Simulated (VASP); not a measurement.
Consider the following.

```xyz
2
Lattice="4.0255 -2.1953 -0.0019 4.0255 2.1953 -0.0019 2.8300 0.0000 3.6076" Properties=species:S:1:pos:R:3 pbc="T T T"
Sb     2.5345     0.0000     0.8394
Sb     8.3465     0.0000     2.7643
```

The numbers are results of PW91 GGA, VASP's PBE PAW potentials (set 64) (plane waves; VASP 6.6.1), not measurements. Settings: 520 eV cut-off, 7×7×7 Γ-centred mesh, Gaussian smearing of 0.050 eV, potentials Sb.

Q: What does the run give for the energy per atom (σ→0)?

A: 
```yaml
energy per atom (σ→0): -4.167 eV/atom
```

Total energies compare only between runs with the same potentials, cut-off and functional.

The compound is Sb in the a7 structure. It was relaxed first, which changed the volume by +6 %.
